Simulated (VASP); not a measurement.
Calculation: PBE GGA, VASP's PBE PAW potentials (set 64) (plane waves; VASP).

Input for VASP

KPOINTS:
```
Automatic mesh
0
Gamma
10 10 10
```

POSCAR:
```
Eu
1
   -2.3358000000     2.3358000000     2.3358000000
    2.3358000000    -2.3358000000     2.3358000000
    2.3358000000     2.3358000000    -2.3358000000
Eu
1
Direct
  0.0000000000   0.0000000000   0.0000000000
```

INCAR:
```
ALGO  =  Normal
EDIFF  =  1E-6
ENCUT  =  400
GGA  =  PE
ISIF  =  2
ISMEAR  =  1
LASPH  =  T
LCHARG  =  F
LMAXMIX  =  6
LREAL  =  F
LWAVE  =  F
NELM  =  100
PREC  =  Accurate
SIGMA  =  0.1
SYSTEM  =  Eu
```

POTCAR, in this order: Eu_2 (PBE.64 set). Program: vasp_std.

Task: What will the output report for the number of irreducible k-points (NKPTS), number of bands (NBANDS), largest plane-wave count, number of space-group operations, FFT grid (NGX, NGY, NGZ)?

Result: 
```yaml
number of irreducible k-points (NKPTS): 47
number of bands (NBANDS): 8
largest_plane_wave_count: 959
number_of_space_group_operations: 48
FFT grid (NGX, NGY, NGZ): 28 × 28 × 28
```

The compound is Eu in the bcc structure. The cell was not relaxed at this level. The 4f electrons are frozen in the core of the lanthanide potential, so 4f levels, which can set the real gap, and their magnetism are missing.
